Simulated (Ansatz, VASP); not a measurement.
## BAs: VASP beside Ansatz

Aim: how closely do two programs agree when they are given the same cell, functional and k mesh? The cell is taken from a series of runs on this material, whose earlier steps may have relaxed, scaled, displaced or heated it; both programs get it as it stands.

Program: Ansatz 0.2.0. Level of theory: plane waves, with VASP 6.6.1 beside it; zone-centre phonons at LDA. Results are calculated unless marked as measured.

### 1. Starting point

Symmetry: F-43m, No. 216, cubic system. Conventional cell: a = 4.753 Å, b = 4.753 Å, c = 4.753 Å, α = 90.00°, β = 90.00°, γ = 90.00°. Nearest to B lie 4 As at 2.06 Å. As has 4 B at 2.06 Å nearest. Farther neighbours are not listed.

Coordinates:

```xyz
2
Lattice="0.0000 2.3765 2.3765 2.3765 0.0000 2.3765 2.3765 2.3765 0.0000" Properties=species:S:1:pos:R:3 pbc="T T T"
B     0.0000    0.0000    0.0000
As    3.5647    3.5647    3.5647
```

### 2. VASP: zone-centre phonons, LDA

Second derivatives magnify differences that forces hide, and they need a tight electronic threshold.

Lines of VASP's logs that name or quote its potential files are left out, and so is its time.

Contents of INCAR:

```
SYSTEM = BAs
PREC = Accurate
ENCUT = 500
EDIFF = 1E-08
NELM = 120
ISMEAR = 0
SIGMA = 0.01
LREAL = .FALSE.
ALGO = Normal
GGA = CA
NBANDS = 10
LORBIT = 11
LWAVE = .FALSE.
LCHARG = .FALSE.
ISIF = 2
IBRION = 8
LEPSILON = .TRUE.
LASPH = .TRUE.
GGA_COMPAT = .FALSE.
EFERMI = MIDGAP
KPAR = 2
```

Contents of POSCAR:

```
BAs
1.0
    0.0000000000      2.3764972849      2.3764972849
    2.3764972849      0.0000000000      2.3764972849
    2.3764972849      2.3764972849      0.0000000000
B As
1 1
Direct
    0.0000000000      0.0000000000      0.0000000000
    0.7500000000      0.7500000000      0.7500000000
```

Contents of KPOINTS:

```
Automatic mesh
0
Gamma
12 12 12
0 0 0
```

The projector-augmented-wave data sets are B and As (LDA family, release 64).

On the command line:

```bash
$ mpirun -np 2 vasp_std
```

Numbers of over 12 decimals in the logs are rounded to 6 here.

The log of the run:

```text
[banner, memory and clock lines left out]
running    2 mpi-ranks, on    1 nodes
 distrk:  each k-point on    1 cores,    2 groups
 distr:  one band on    1 cores,    1 groups

 POSCAR found type information on POSCAR B As
 POSCAR found :  2 types and       2 ions
 LDA part: xc-table for (Slater(with rela. corr.)+CA(PZ))
 , standard interpolation
 POSCAR, INCAR and KPOINTS ok, starting setup
 FFT: planning ... GRIDC
 FFT: planning ... GRID_SOFT
 FFT: planning ... GRID
 WAVECAR not read
 entering main loop
       N       E                     dE             d eps       ncg     rms          rms(c)
DAV:   1     0.107843550644E+02    0.10784E+02   -0.37005E+03  1440   0.680E+02
DAV:   2    -0.130219712202E+02   -0.23806E+02   -0.22699E+02  2024   0.107E+02
DAV:   3    -0.136791559674E+02   -0.65718E+00   -0.65592E+00  1734   0.173E+01
DAV:   4    -0.136809910124E+02   -0.18350E-02   -0.18350E-02  1716   0.102E+00
DAV:   5    -0.136809940982E+02   -0.30858E-05   -0.30858E-05  1702   0.437E-02    0.513E+00
DAV:   6    -0.130228879046E+02    0.65811E+00   -0.18008E+00  1558   0.585E+00    0.242E+00
DAV:   7    -0.129394126357E+02    0.83475E-01   -0.20701E-01  1744   0.243E+00    0.896E-01
DAV:   8    -0.129260423142E+02    0.13370E-01   -0.24835E-02  1592   0.877E-01    0.102E-01
DAV:   9    -0.129260657359E+02   -0.23422E-04   -0.73255E-04  1646   0.181E-01    0.580E-02
DAV:  10    -0.129260722240E+02   -0.64881E-05   -0.85168E-05  1574   0.555E-02    0.140E-02
DAV:  11    -0.129260736579E+02   -0.14339E-05   -0.16091E-06  1744   0.936E-03    0.128E-02
DAV:  12    -0.129260734936E+02    0.16437E-06   -0.82901E-07  1608   0.402E-03    0.286E-03
DAV:  13    -0.129260734960E+02   -0.24650E-08   -0.30804E-08  1664   0.128E-03
   1 F= -.12926073E+02 E0= -.12926073E+02  d E =0.000000E+00
 Linear response reoptimize wavefunctions to high precision
DAV:   1    -0.129260734953E+02    0.77506E-09   -0.58247E-09  1600   0.354E-04
DAV:   2    -0.129260734953E+02   -0.72760E-11   -0.13524E-10   896   0.973E-05
 Linear response G [H, r] |phi>, progress :
  Direction:   1
       N       E                     dE             d eps       ncg     rms
RMM:   1    -0.477630408590E+02   -0.47763E+02   -0.63436E+01  3641   0.457E+01
RMM:   2    -0.365441733612E+02    0.11219E+02   -0.28420E+00  2385   0.111E+01
RMM:   3    -0.365555419620E+02   -0.11369E-01   -0.43201E-03  2487   0.901E-01
RMM:   4    -0.365573190967E+02   -0.17771E-02    0.17192E-03  2543   0.986E-02
RMM:   5    -0.365574985658E+02   -0.17947E-03    0.18697E-04  2562   0.119E-02
RMM:   6    -0.365575172712E+02   -0.18705E-04    0.43538E-06  2562   0.241E-03
RMM:   7    -0.365575191382E+02   -0.18670E-05   -0.14048E-05  2352   0.114E-03
RMM:   8    -0.365575193249E+02   -0.18675E-06   -0.15623E-05  2180   0.989E-04
RMM:   9    -0.365575192704E+02    0.54491E-07   -0.12407E-05  2006   0.974E-04
RMM:  10    -0.365575190040E+02    0.26648E-06    0.29655E-06  1809   0.974E-04
RMM:  11    -0.365575183325E+02    0.67149E-06    0.36078E-05  1644   0.975E-04
 Linear response G [H, r] |phi>, progress :
  Direction:   2
       N       E                     dE             d eps       ncg     rms
RMM:   1    -0.465595320758E+02   -0.46560E+02   -0.84002E+01  3644   0.435E+01
RMM:   2    -0.380926367050E+02    0.84669E+01   -0.18212E+00  2358   0.960E+00
RMM:   3    -0.381153508194E+02   -0.22714E-01    0.62071E-03  2509   0.728E-01
RMM:   4    -0.381172589946E+02   -0.19082E-02    0.17544E-03  2550   0.790E-02
RMM:   5    -0.381174336017E+02   -0.17461E-03    0.19755E-04  2581   0.979E-03
RMM:   6    -0.381174516911E+02   -0.18089E-04    0.19907E-05  2552   0.210E-03
RMM:   7    -0.381174535021E+02   -0.18109E-05    0.22302E-06  2347   0.106E-03
RMM:   8    -0.381174537430E+02   -0.24089E-06   -0.56802E-07  2194   0.932E-04
RMM:   9    -0.381174537459E+02   -0.29020E-08   -0.27535E-07  2059   0.920E-04
RMM:  10    -0.381174537447E+02    0.12246E-08    0.15739E-06  1892   0.920E-04
RMM:  11    -0.381174537127E+02    0.32002E-07    0.14200E-05  1681   0.920E-04
 Linear response G [H, r] |phi>, progress :
  Direction:   3
       N       E                     dE             d eps       ncg     rms
RMM:   1    -0.255141748459E+02   -0.25514E+02    0.11690E+02  3452   0.428E+01
RMM:   2    -0.223459382927E+02    0.31682E+01   -0.24140E+00  2348   0.985E+00
RMM:   3    -0.223409078388E+02    0.50305E-02   -0.30673E-02  2486   0.906E-01
RMM:   4    -0.223406312250E+02    0.27661E-03   -0.38111E-04  2563   0.102E-01
RMM:   5    -0.223406240272E+02    0.71978E-05   -0.13599E-05  2531   0.127E-02
RMM:   6    -0.223406234514E+02    0.57578E-06   -0.12601E-06  2546   0.202E-03
RMM:   7    -0.223406233838E+02    0.67588E-07   -0.24489E-07  2336   0.630E-04
RMM:   8    -0.223406233638E+02    0.19998E-07   -0.12725E-06  2103   0.451E-04
RMM:   9    -0.223406234018E+02   -0.37989E-07   -0.17186E-07  1914   0.434E-04
RMM:  10    -0.223406234018E+02    0.15682E-10    0.11000E-06  1749   0.434E-04
RMM:  11    -0.223406234022E+02   -0.40512E-09    0.42496E-06  1548   0.434E-04
 Linear response to external field (no local field effect), progress :
  Direction:   1
       N       E                     dE             d eps       ncg     rms          rms(c)
RMM:   1    -0.823066505117E+00   -0.82307E+00   -0.37904E+00  3283   0.332E+00
[...]
change of polarisation eV/A/(eV/A) component  3 :     0.191    -0.255     0.672
 dielectric tensor                  component  3 :     1.290    -1.721     5.528
 Linear response to external field, progress :
  Direction:   1
       N       E                     dE             d eps       ncg     rms          rms(c)
RMM:   1    -0.661808709237E+00   -0.66181E+00   -0.30027E+00 12666   0.299E+00
RMM:   2    -0.677421116709E+00   -0.15612E-01   -0.69469E-03  9264   0.409E-01    0.125E+00
RMM:   3    -0.662014592778E+00    0.15407E-01   -0.63686E-03  9447   0.457E-01    0.719E-01
RMM:   4    -0.683613373113E+00   -0.21599E-01   -0.83212E-03  9298   0.540E-01    0.730E-02
RMM:   5    -0.686893299902E+00   -0.32799E-02   -0.13452E-04  9577   0.732E-02    0.864E-03
RMM:   6    -0.687008962801E+00   -0.11566E-03   -0.87828E-07  9726   0.671E-03    0.456E-03
RMM:   7    -0.687070591486E+00   -0.61629E-04   -0.13256E-07  9747   0.293E-03    0.290E-04
RMM:   8    -0.687079074335E+00   -0.84828E-05    0.50483E-10  9730   0.236E-04    0.110E-04
RMM:   9    -0.687076028826E+00    0.30455E-05    0.25546E-10  8934   0.112E-04    0.234E-05
RMM:  10    -0.687076189324E+00   -0.16050E-06    0.36644E-09  5783   0.402E-05    0.367E-06
 change of polarisation eV/A/(eV/A) component  1 :     1.291     0.335     0.208
 dielectric tensor                  component  1 :     9.702     2.260     1.400
 Linear response to external field, progress :
  Direction:   2
       N       E                     dE             d eps       ncg     rms          rms(c)
RMM:   1    -0.661809924407E+00   -0.66181E+00   -0.30027E+00 12664   0.299E+00
RMM:   2    -0.677421517376E+00   -0.15612E-01   -0.69210E-03  9256   0.409E-01    0.125E+00
RMM:   3    -0.662014666035E+00    0.15407E-01   -0.63583E-03  9447   0.457E-01    0.719E-01
RMM:   4    -0.683613901517E+00   -0.21599E-01   -0.83096E-03  9295   0.540E-01    0.730E-02
RMM:   5    -0.686893134106E+00   -0.32792E-02   -0.13467E-04  9574   0.732E-02    0.863E-03
RMM:   6    -0.687009049420E+00   -0.11592E-03   -0.87983E-07  9720   0.671E-03    0.457E-03
RMM:   7    -0.687070681605E+00   -0.61632E-04   -0.13114E-07  9744   0.293E-03    0.290E-04
RMM:   8    -0.687079143962E+00   -0.84624E-05    0.29764E-10  9715   0.236E-04    0.110E-04
RMM:   9    -0.687076104735E+00    0.30392E-05    0.13053E-10  8967   0.113E-04    0.238E-05
RMM:  10    -0.687076280467E+00   -0.17573E-06   -0.33878E-09  5822   0.401E-05    0.465E-06
 change of polarisation eV/A/(eV/A) component  2 :     0.277     1.291     0.206
 dielectric tensor                  component  2 :     1.866     9.702     1.391
 Linear response to external field, progress :
  Direction:   3
       N       E                     dE             d eps       ncg     rms          rms(c)
RMM:   1    -0.661820236486E+00   -0.66182E+00   -0.30028E+00 12664   0.299E+00
RMM:   2    -0.677421204995E+00   -0.15601E-01   -0.69369E-03  9262   0.409E-01    0.125E+00
RMM:   3    -0.662014515976E+00    0.15407E-01   -0.63688E-03  9448   0.457E-01    0.719E-01
RMM:   4    -0.683613527624E+00   -0.21599E-01   -0.83217E-03  9295   0.540E-01    0.730E-02
RMM:   5    -0.686893376202E+00   -0.32798E-02   -0.13463E-04  9576   0.732E-02    0.863E-03
RMM:   6    -0.687009060980E+00   -0.11568E-03   -0.86998E-07  9727   0.671E-03    0.456E-03
RMM:   7    -0.687070690669E+00   -0.61630E-04   -0.12911E-07  9750   0.293E-03    0.290E-04
RMM:   8    -0.687079161905E+00   -0.84712E-05    0.12894E-09  9725   0.236E-04    0.110E-04
RMM:   9    -0.687076119808E+00    0.30421E-05    0.41283E-09  8955   0.113E-04    0.236E-05
RMM:  10    -0.687076289954E+00   -0.17015E-06    0.59290E-09  5763   0.403E-05    0.441E-06
 change of polarisation eV/A/(eV/A) component  3 :     0.228     0.315     1.291
 dielectric tensor                  component  3 :     1.538     2.123     9.702
 Linear response DOF=           2
 Linear response progress:
  Degree of freedom:   1/  2
       N       E                     dE             d eps       ncg     rms          rms(c)
RMM:   1    -0.437049079833E-01   -0.43705E-01    0.52578E-04 13227   0.109E+00
RMM:   2    -0.407514096057E-01    0.29535E-02   -0.93280E-04  8790   0.216E-01    0.101E-01
RMM:   3    -0.408037789720E-01   -0.52369E-04   -0.68157E-05  9238   0.677E-02    0.528E-02
RMM:   4    -0.410884008746E-01   -0.28462E-03   -0.80382E-05  9052   0.627E-02    0.747E-03
RMM:   5    -0.410707086157E-01    0.17692E-04    0.40418E-06  9591   0.693E-03    0.708E-04
RMM:   6    -0.410689533592E-01    0.17553E-05    0.30962E-07  9548   0.574E-04    0.271E-04
RMM:   7    -0.410682768955E-01    0.67646E-06    0.11361E-07  9769   0.277E-04    0.480E-05
RMM:   8    -0.410683825993E-01   -0.10570E-06    0.29838E-08  9865   0.789E-05    0.130E-05
RMM:   9    -0.410683406656E-01    0.41934E-07    0.26830E-08 10267   0.593E-05    0.175E-06
RMM:  10    -0.410683385610E-01    0.21046E-08    0.56177E-08  9309   0.507E-05    0.374E-07
 first order change of Fermi-energy   0.23870E+01
 force on displaced ion       1 direction 1 : -16.804   0.000   0.000
 Born effective charge ion    1 direction 1 :  -0.544   0.000   0.000
 Linear response progress:
  Degree of freedom:   2/  2
       N       E                     dE             d eps       ncg     rms          rms(c)
RMM:   1    -0.400914768918E-01   -0.40091E-01    0.30112E-02 13410   0.115E+00
RMM:   2    -0.378912549097E-01    0.22002E-02   -0.13856E-03  8925   0.216E-01    0.971E-02
RMM:   3    -0.377365287533E-01    0.15473E-03   -0.10310E-04  9520   0.268E-02    0.568E-02
RMM:   4    -0.377606317642E-01   -0.24103E-04   -0.97667E-05  9352   0.300E-02    0.315E-03
RMM:   5    -0.377487481366E-01    0.11884E-04   -0.49969E-06  9759   0.260E-03    0.844E-04
RMM:   6    -0.377449988320E-01    0.37493E-05    0.66676E-07  9715   0.489E-04    0.138E-04
RMM:   7    -0.377443081835E-01    0.69065E-06    0.63654E-07 10011   0.112E-04    0.442E-05
RMM:   8    -0.377442446076E-01    0.63576E-07    0.43645E-07  9537   0.556E-05    0.145E-05
RMM:   9    -0.377442946484E-01   -0.50041E-07    0.36956E-07 10298   0.427E-05    0.622E-07
RMM:  10    -0.377442882693E-01    0.63791E-08    0.47795E-07  7623   0.382E-05    0.275E-07
RMM:  11    -0.377442937751E-01   -0.55058E-08    0.42007E-07  6397   0.382E-05    0.931E-08
 first order change of Fermi-energy  -0.23868E+01
 force on displaced ion       2 direction 1 : -16.800  -0.000  -0.000
 Born effective charge ion    2 direction 1 :   0.538   0.000   0.000
 Born effective charges drift removed
 Linear response finished
```

Parts of OUTCAR (step 2):

```text
ion  position               nearest neighbor table
   1  0.000  0.000  0.000-   2 2.06   2 2.06   2 2.06   2 2.06
   2  0.750  0.750  0.750-   1 2.06   1 2.06   1 2.06   1 2.06

  LATTYP: Found a face centered cubic cell.
 ALAT       =     4.7529945698

 Subroutine GETGRP returns: Found 24 space group operations
 (whereof 24 operations were pure point group operations)

The static configuration has the point symmetry T_d .

 Found     72 irreducible k-points:

   k-points           NKPTS =     72   k-points in BZ     NKDIM =     72   number of bands    NBANDS=     10

   dimension x,y,z NGX =    28 NGY =   28 NGZ =   28
   dimension x,y,z NGXF=    56 NGYF=   56 NGZF=   56

   ENCUT  =  500.0 eV  36.75 Ry    6.06 a.u.   6.13  6.13  6.13*2*pi/ulx,y,z

   NELECT =       8.0000    total number of electrons

 k-points in reciprocal lattice and weights: Automatic mesh
   0.00000000  0.00000000  0.00000000       0.001
   0.08333333  0.00000000  0.00000000       0.005
   0.16666667  0.00000000  0.00000000       0.005
   0.25000000  0.00000000  0.00000000       0.005
   0.33333333  0.00000000  0.00000000       0.005
   0.41666667  0.00000000  0.00000000       0.005
   0.50000000  0.00000000  0.00000000       0.002
   0.08333333  0.08333333  0.00000000       0.003
   0.16666667  0.08333333  0.00000000       0.014
[...]
-0.33333333  0.50000000  0.16666667       0.007
  -0.25000000  0.50000000  0.25000000       0.003

 average (electrostatic) potential at core
       1 -31.7586       2 -51.8380

  Total       -0.1642746     -0.1642746     -0.1642746      0.0000000      0.0000000     -0.0000000
  in kB       -9.8048084     -9.8048084     -9.8048084      0.0000000      0.0000000     -0.0000000
  external PRESSURE =      -9.8048084 kB  Pullay stress =       0.0000000 kB

  energy-cutoff  :      500.00
  volume of cell :       26.84
      direct lattice vectors                 reciprocal lattice vectors
     0.000000000  2.376497285  2.376497285    -0.210393676  0.210393676  0.210393676
     2.376497285  0.000000000  2.376497285     0.210393676 -0.210393676  0.210393676
     2.376497285  2.376497285  0.000000000     0.210393676  0.210393676 -0.210393676

 POSITION                                       TOTAL-FORCE (eV/Angst)
 -----------------------------------------------------------------------------------
      0.00000      0.00000      0.00000        -0.000000     -0.000000     -0.000000
      3.56475      3.56475      3.56475         0.000000      0.000000      0.000000
 -----------------------------------------------------------------------------------
    total drift:                                0.000000      0.000000      0.000000

 MACROSCOPIC STATIC DIELECTRIC TENSOR (including local field effects in DFT)
 ------------------------------------------------------
           9.701605    -0.000000     0.000000
           0.000000     9.701605     0.000000
          -0.000000    -0.000000     9.701605
 ------------------------------------------------------

 PIEZOELECTRIC TENSOR (including local field effects)  for field in x, y, z        (C/m^2)
          XX          YY          ZZ          XY          YZ          ZX
  --------------------------------------------------------------------------------
  x     0.00000     0.00000    -0.00000     0.00000    -0.10458     0.00000
  y    -0.00000    -0.00000     0.00000     0.00000     0.00000    -0.10458
  z     0.00000    -0.00000     0.00000    -0.10458     0.00000     0.00000

 BORN EFFECTIVE CHARGES (including local field effects) (in |e|, cummulative output)
 ---------------------------------------------------------------------------------
 ion    1
    1    -0.53903    -0.00000    -0.00000
    2     0.00000    -0.53903     0.00000
    3     0.00000     0.00000    -0.53903
 ion    2
    1     0.53903     0.00000     0.00000
    2     0.00000     0.53903    -0.00000
    3     0.00000     0.00000     0.53903

 Eigenvectors and eigenvalues of the dynamical matrix
 ----------------------------------------------------

   1 f  =   20.848929 THz   130.997683 2PiTHz  695.445405 cm-1    86.224202 meV
             X         Y         Z           dx          dy          dz
      0.000000  0.000000  0.000000     0.000000    0.934839    0.000000
      3.564746  3.564746  3.564746     0.000000   -0.355073    0.000000

   2 f  =   20.848929 THz   130.997683 2PiTHz  695.445405 cm-1    86.224202 meV
             X         Y         Z           dx          dy          dz
      0.000000  0.000000  0.000000     0.934839    0.000000    0.000000
      3.564746  3.564746  3.564746    -0.355073    0.000000    0.000000

   3 f  =   20.848929 THz   130.997683 2PiTHz  695.445405 cm-1    86.224202 meV
             X         Y         Z           dx          dy          dz
      0.000000  0.000000  0.000000     0.000000    0.000000    0.934839
      3.564746  3.564746  3.564746     0.000000    0.000000   -0.355073

   4 f/i=    0.000760 THz     0.004775 2PiTHz    0.025349 cm-1     0.003143 meV
             X         Y         Z           dx          dy          dz
      0.000000  0.000000  0.000000    -0.355073    0.000000    0.000000
      3.564746  3.564746  3.564746    -0.934839    0.000000    0.000000

   5 f/i=    0.000760 THz     0.004775 2PiTHz    0.025349 cm-1     0.003143 meV
             X         Y         Z           dx          dy          dz
      0.000000  0.000000  0.000000     0.000000   -0.355073    0.000000
      3.564746  3.564746  3.564746     0.000000   -0.934839    0.000000

   6 f/i=    0.000760 THz     0.004775 2PiTHz    0.025349 cm-1     0.003143 meV
             X         Y         Z           dx          dy          dz
      0.000000  0.000000  0.000000     0.000000    0.000000   -0.355073
      3.564746  3.564746  3.564746     0.000000    0.000000   -0.934839

 MACROSCOPIC STATIC DIELECTRIC TENSOR IONIC CONTRIBUTION
 ------------------------------------------------------
           0.116570     0.000000     0.000000
           0.000000     0.116570    -0.000000
           0.000000    -0.000000     0.116570
 ------------------------------------------------------

 ELASTIC MODULI CONTR FROM IONIC RELAXATION (kBar)
 Direction    XX          YY          ZZ          XY          YZ          ZX
 --------------------------------------------------------------------------------
 XX          -0.0000     -0.0000     -0.0000     -0.0000      0.0000      0.0000
 YY          -0.0000     -0.0000     -0.0000     -0.0000     -0.0000      0.0000
 ZZ          -0.0000     -0.0000     -0.0000      0.0000     -0.0000      0.0000
 XY          -0.0000     -0.0000      0.0000   -184.7029      0.0000      0.0000
 YZ           0.0000     -0.0000     -0.0000      0.0000   -184.7029      0.0000
 ZX           0.0000      0.0000      0.0000      0.0000      0.0000   -184.7029
 --------------------------------------------------------------------------------

 PIEZOELECTRIC TENSOR IONIC CONTR  for field in x, y, z        (C/m^2)
          XX          YY          ZZ          XY          YZ          ZX
  --------------------------------------------------------------------------------
  x     0.00000     0.00000     0.00000     0.00000     0.13807     0.00000
  y    -0.00000    -0.00000    -0.00000    -0.00000     0.00000     0.13807
  z     0.00000     0.00000     0.00000     0.13807     0.00000     0.00000
```

(Continued in part 2 of 2.)

[Lines on the potential files, build, host, timing and source positions are cut from VASP's logs without a mark.]

[Logs are printed without paths, hosts, clocks, repeated set-up lines and the standing remarks that a program may print on its own settings, such as how far it seeks lower states.]

[Hosts, paths, dates, database ids (printed as entryN), source tags and the programs' standing remarks are cut or masked in the printed files.]
